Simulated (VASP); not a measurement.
Calculation: LDA (Ceperley-Alder, Perdew-Zunger), VASP's LDA PAW potentials (set 64) (plane waves; VASP).

VASP input:

### POSCAR
```
Re
1.0
  1.3691285632  -2.3714001218   0.0000000000
  1.3691285632   2.3714001218   0.0000000000
  0.0000000000   0.0000000000   4.4323192517
Re
2
Cartesian
  1.3691285632   0.7904682882   1.1080798129
  1.3691285632  -0.7904682882   3.3242394388
```

**KPOINTS**
```
K-points
0
Gamma
 15 15 8
```

INCAR:
```
ALGO=Normal
EDIFF=1E-6
EDIFFG=-0.02
ENCUT=500
IBRION=2
ISIF=3
ISMEAR=1
LASPH=T
LCHARG=F
LMAXMIX=6
LREAL=F
LWAVE=F
NELM=100
NSW=40
PREC=Accurate
SIGMA=0.1
SYSTEM=Re
```

POTCAR, in this order: Re (LDA.64 set). Program: vasp_std.

Output

### OUTCAR
```
 ion  position               nearest neighbor table
   1  0.333  0.667  0.250-   2 2.72   2 2.72   2 2.72   2 2.72   2 2.72   2 2.72
   2  0.667  0.333  0.750-   1 2.72   1 2.72   1 2.72   1 2.72   1 2.72   1 2.72
  LATTYP: Found a hexagonal cell.
 ALAT       =     2.7382570296
 C/A-ratio  =     1.6186644291
 Subroutine PRICEL returns:
 Original cell was already a primitive cell.
 Subroutine GETGRP returns: Found 24 space group operations
The static configuration has the point symmetry D_3d.
 The point group associated with its full space group is D_6h.
The dynamic configuration has the point symmetry D_3d.
 Subroutine INISYM returns: Found 24 space group operations
 Subroutine IBZKPT returns following result:
 Found    135 irreducible k-points:

 Following reciprocal coordinates:
            Coordinates               Weight
  0.000000  0.000000  0.000000      1.000000
  0.066667  0.000000  0.000000      6.000000
  0.133333  0.000000  0.000000      6.000000
  0.200000 -0.000000  0.000000      6.000000
  0.266667  0.000000  0.000000      6.000000
  0.333333 -0.000000  0.000000      6.000000
  0.400000 -0.000000  0.000000      6.000000
  0.466667  0.000000  0.000000      6.000000
  0.066667  0.066667  0.000000      6.000000
  0.133333  0.066667  0.000000     12.000000
  0.200000  0.066667  0.000000     12.000000
  0.266667  0.066667  0.000000     12.000000
  0.333333  0.066667  0.000000     12.000000
  0.400000  0.066667  0.000000     12.000000
  0.466667  0.066667  0.000000      6.000000
  0.133333  0.133333  0.000000      6.000000
  0.200000  0.133333  0.000000     12.000000
  0.266667  0.133333  0.000000     12.000000
  0.333333  0.133333  0.000000     12.000000
  0.400000  0.133333  0.000000     12.000000
  0.200000  0.200000  0.000000      6.000000
  0.266667  0.200000  0.000000     12.000000
  0.333333  0.200000  0.000000     12.000000
  0.400000  0.200000  0.000000      6.000000
  0.266667  0.266667  0.000000      6.000000
  0.333333  0.266667  0.000000     12.000000
  0.333333  0.333333  0.000000      2.000000
  0.000000  0.000000  0.125000      2.000000
  0.066667  0.000000  0.125000     12.000000
  0.133333  0.000000  0.125000     12.000000
  0.200000 -0.000000  0.125000     12.000000
  0.266667  0.000000  0.125000     12.000000
  0.333333 -0.000000  0.125000     12.000000
  0.400000 -0.000000  0.125000     12.000000
  0.466667  0.000000  0.125000     12.000000
  0.066667  0.066667  0.125000     12.000000
  0.133333  0.066667  0.125000     24.000000
  0.200000  0.066667  0.125000     24.000000
  0.266667  0.066667  0.125000     24.000000
  0.333333  0.066667  0.125000     24.000000
   k-points           NKPTS =    135   k-points in BZ     NKDIM =    135   number of bands    NBANDS=     11
   number of dos      NEDOS =    301   number of ions     NIONS =      2
   total plane-waves  NPLWV =  12800
   dimension x,y,z NGX =    20 NGY =   20 NGZ =   32
   dimension x,y,z NGXF=    40 NGYF=   40 NGZF=   64
   ions per type =               2
   PREC   = accura    normal or accurate (medium, high low for compatibility)
   ISTART =      0    job   : 0-new  1-cont  2-samecut
   ICHARG =      2    charge: 1-file 2-atom 10-const
   ISPIN  =      1    spin polarized calculation?
   LNONCOLLINEAR =      F non collinear calculations
   LSORBIT =      F    spin-orbit coupling
   INIWAV =      1    electr: 0-lowe 1-rand  2-diag
   ENCUT  =  500.0 eV  36.75 Ry    6.06 a.u.   4.99  4.99  8.08*2*pi/ulx,y,z
   NELM   =    100;   NELMIN=  2; NELMDL= -5     # of ELM steps
   EDIFF  = 0.1E-05   stopping-criterion for ELM
   LREAL  =      F    real-space projection
...
```

### OSZICAR
```
       N       E                     dE             d eps       ncg     rms          rms(c)
DAV:   1     0.949069325948E+02    0.94907E+02   -0.60712E+03  3402   0.127E+03
DAV:   2    -0.209173461394E+02   -0.11582E+03   -0.10527E+03  4689   0.488E+02
DAV:   3    -0.286627899219E+02   -0.77454E+01   -0.67932E+01  4956   0.147E+02
DAV:   4    -0.289686379595E+02   -0.30585E+00   -0.27171E+00  5122   0.217E+01
DAV:   5    -0.289758557428E+02   -0.72178E-02   -0.70087E-02  5090   0.248E+00    0.446E+01
DAV:   6    -0.278919158084E+02    0.10839E+01   -0.10816E+00  5164   0.185E+01    0.192E+01
DAV:   7    -0.275404395642E+02    0.35148E+00   -0.74234E-01  5262   0.147E+01    0.415E-01
DAV:   8    -0.275296250161E+02    0.10815E-01   -0.87279E-03  5255   0.108E+00    0.187E-01
DAV:   9    -0.275288593814E+02    0.76563E-03   -0.40953E-04  4313   0.227E-01    0.392E-02
DAV:  10    -0.275288487788E+02    0.10603E-04   -0.62196E-05  4786   0.751E-02    0.236E-02
DAV:  11    -0.275288487891E+02   -0.10301E-07   -0.76243E-07  2780   0.215E-02
   1 F= -.27528849E+02 E0= -.27528920E+02  d E =-.275288E+02
```

OUTCAR:
```
------------------------ aborting loop because EDIFF is reached ----------------------------------------
  FORCE on cell =-STRESS in cart. coord.  units (eV):
  Direction    XX          YY          ZZ          XY          YZ          ZX
  --------------------------------------------------------------------------------------
  Total       -0.0024285     -0.0024285     -0.0039574      0.0000000      0.0000000      0.0000000
  in kB       -0.1351855     -0.1351855     -0.2202962      0.0000000      0.0000000      0.0000000
  external PRESSURE =      -0.1635557 kB  Pullay stress =       0.0000000 kB
  volume of cell :       28.78
      direct lattice vectors                 reciprocal lattice vectors
     1.369128563 -2.371400122  0.000000000     0.365195799 -0.210845903  0.000000000
     1.369128563  2.371400122  0.000000000     0.365195799  0.210845903  0.000000000
     0.000000000  0.000000000  4.432319252     0.000000000  0.000000000  0.225615517
 POSITION                                       TOTAL-FORCE (eV/Angst)
 -----------------------------------------------------------------------------------
      1.36913      0.79047      1.10808         0.000000     -0.000000      0.000000
      1.36913     -0.79047      3.32424        -0.000000      0.000000      0.000000
 -----------------------------------------------------------------------------------
    total drift:                               -0.000000      0.000007     -0.000016
  FREE ENERGIE OF THE ION-ELECTRON SYSTEM (eV)
  ---------------------------------------------------
  free  energy   TOTEN  =       -27.5288487891 eV

  energy  without entropy=      -27.5290634732  energy(sigma->0) =      -27.52892035

 reached required accuracy - stopping structural energy minimisation
```
(Selected blocks of OUTCAR.)

OUTCAR:
```
 val. band max:        8.0876144261   @ k =   0.3333   0.3333   0.0000

 cond. band min:       8.0991290630   @ k =   0.1333   0.0000   0.0000


 Fermi energy:         8.0973402976

 k-point     1 :       0.0000    0.0000    0.0000
  band No.  band energies     occupation
      1      -1.8144      2.00000
      2       1.3538      2.00000
      3       6.4359      2.00000
      4       6.4688      2.00000
      5       6.4688      2.00000
      6       7.3278      2.00000
      7       7.3278      2.00000
      8       8.3089     -0.01082
      9       8.3089     -0.01081
     10       8.8974     -0.00000
     11      11.5752      0.00000

 k-point     2 :       0.0667    0.0000    0.0000
  band No.  band energies     occupation
      1      -1.6266      2.00000
      2       1.5310      2.00000
      3       5.9994      2.00000
      4       6.6416      2.00000
      5       6.8432      2.00000
      6       7.1957      2.00000
      7       7.4916      2.00000
      8       7.9263      2.03620
      9       8.1626      0.11572
     10       8.4351     -0.00002
     11      11.6750      0.00000

 k-point     3 :       0.1333    0.0000    0.0000
  band No.  band energies     occupation
      1      -1.0877      2.00000
      2       2.0099      2.00000
      3       5.4714      2.00000
      4       6.7289      2.00000
      5       6.7972      2.00000
      6       7.1515      2.00000
      7       7.3641      2.00000
      8       7.7972      2.00019
      9       7.9726      2.07076
     10       8.0991      0.96973
     11      11.9065      0.00000

 k-point     4 :       0.2000   -0.0000    0.0000
  band No.  band energies     occupation
      1      -0.2775      2.00000
      2       2.5728      2.00000
      3       5.0611      2.00000
      4       5.5055      2.00000
      5       6.4108      2.00000
      6       7.3440      2.00000
      7       7.7448      2.00001
      8       7.9705      2.07036
      9       8.0299      1.90121
...
```

Unless said otherwise, spin-orbit coupling is left out, though it shifts the bands of the heavy elements here.

The compound is Re in the hcp structure. It was relaxed first.
